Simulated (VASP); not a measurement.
An input for Ansatz (written as the equivalent of a VASP run, and not itself run):

Ansatz 0.2 input:
```yaml
crystal:
  lattice:
    - [4.7813240, 0.0000000, 0.0000000]
    - [-2.3906620, 4.1407480, 0.0000000]
    - [0.0000000, 0.0000000, 20.1289750]
  atoms:
    - { symbol: K, position: [0.6666670, 0.3333330, 0.4189540] }
    - { symbol: K, position: [0.6666670, 0.3333330, 0.5810460] }
    - { symbol: Br, position: [0.3333330, 0.6666670, 0.3477570] }
    - { symbol: Br, position: [0.3333330, 0.6666670, 0.6522430] }
kpoints:
  mp_grid: { grid: [4, 4, 1] }
hamiltonian:
  xc: lda
  pseudopotentials: { kind: paw }
scf:
  occupations: { method: fermi_dirac, width: 0.1 }
  max_iter: 100
output: { forces: true, stress: true, eigenvalues: true }
```

Question: Translate this input to VASP (INCAR, KPOINTS, POSCAR, choice of POTCAR).

Answer: One answer among several that fit: 
### INCAR
```
! general
SYSTEM   =  KBr
PREC     =  Accurate
ENCUT    =  300
LREAL    =  .FALSE.
LASPH    =  .TRUE.

! electronic loop
EDIFF    =  1E-6
NELM     =  100
ALGO     =  Normal
LMAXMIX  =  4

! smearing
ISMEAR   =  -1
SIGMA    =  0.1

! ions
ISIF     =  2

! output
LWAVE    =  .FALSE.
LCHARG   =  .FALSE.
```

File KPOINTS:
```
Automatic mesh
0
Gamma
4 4 1
0 0 0
```

**POSCAR**
```
KBr
20.1289750
  0.2375344000   0.0000000000   0.0000000000
 -0.1187672000   0.2057108223   0.0000000000
  0.0000000000   0.0000000000   1.0000000000
K Br
2 2
Direct
  0.6666670000   0.3333330000   0.4189540000
  0.6666670000   0.3333330000   0.5810460000
  0.3333330000   0.6666670000   0.3477570000
  0.3333330000   0.6666670000   0.6522430000
```

POTCAR, in this order: K_sv Br (LDA.64 set). Program: vasp_std.

The two are equivalent in intent, not identical: each code has its own PAW files, so the cut-off isn't converted (ENCUT is set for VASP's; basis.ecutwfc is left out, and Ansatz then takes the one that its files recommend); Ansatz stops its SCF on the density residual and VASP on the energy change (EDIFF); Ansatz's lda is the Perdew-Wang form, while the LDA potentials of VASP carry Perdew-Zunger's.

The cell is a sheet with vacuum, built from a generated structure.
